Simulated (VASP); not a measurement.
Calculation: PBE GGA with D3 dispersion (zero damping), VASP's PBE PAW potentials (set 64) (plane waves; VASP).

A VASP calculation is set up with these files.

File POSCAR:
```
PtAl2
1
    0.0000000000     2.9393681285     2.9393681285
    2.9393681285     0.0000000000     2.9393681285
    2.9393681285     2.9393681285     0.0000000000
Al Pt
2 1
Direct
  0.2500000000   0.2500000000   0.2500000000
  0.7500000000   0.7500000000   0.7500000000
  0.0000000000   0.0000000000   0.0000000000
```

### INCAR
```
# general
SYSTEM  = PtAl2
PREC    = Accurate
ENCUT   = 520
LREAL   = .FALSE.
LASPH   = .TRUE.

# electronic loop
EDIFF   = 1E-7
NELM    = 100
ALGO    = Normal
LMAXMIX = 6

# smearing
ISMEAR  = -5

# functional
GGA     = PE
IVDW    = 11

# ions
ISIF    = 2

# output
LWAVE   = .FALSE.
LCHARG  = .TRUE.
LORBIT  = 11
NEDOS   = 601

# other
LEFG    = .TRUE.
```

**KPOINTS**
```
Automatic mesh
0
Gamma
10 10 10
0 0 0
```

POTCAR, in this order: Al Pt (PBE.64 set). Program: vasp_std.

Unless said otherwise, spin-orbit coupling is left out, though it shifts the bands of the heavy elements here.

Task: Predict the energy per atom (σ→0), dispersion energy, band gap (on the k-mesh).

Result: 
| Item | Value |
|---|---|
| energy per atom (σ→0) | -5.762 eV/atom |
| dispersion energy | -101.7 kJ/mol |
| band gap (on the k-mesh) | none (metal, semimetal or under 0.01 eV) |

**OSZICAR**
```
...
DAV:   9    -0.162319402680E+02   -0.52537E-04   -0.18890E-03  1380   0.429E-01    0.164E-01
DAV:  10    -0.162320740243E+02   -0.13376E-03   -0.33581E-04  1272   0.156E-01    0.178E-02
DAV:  11    -0.162320744409E+02   -0.41657E-06   -0.18740E-05  1372   0.467E-02    0.789E-03
DAV:  12    -0.162320765553E+02   -0.21144E-05   -0.53985E-06  1248   0.180E-02    0.241E-03
DAV:  13    -0.162320756541E+02    0.90120E-06   -0.67681E-07  1380   0.852E-03    0.646E-04
DAV:  14    -0.162320757605E+02   -0.10641E-06   -0.20974E-08   776   0.138E-03    0.140E-04
DAV:  15    -0.162320757589E+02    0.15617E-08   -0.12558E-09   716   0.352E-04
   1 F= -.17286001E+02 E0= -.17286001E+02  d E =0.000000E+00
```

The compound is PtAl2 in the fluorite structure. It was relaxed first.
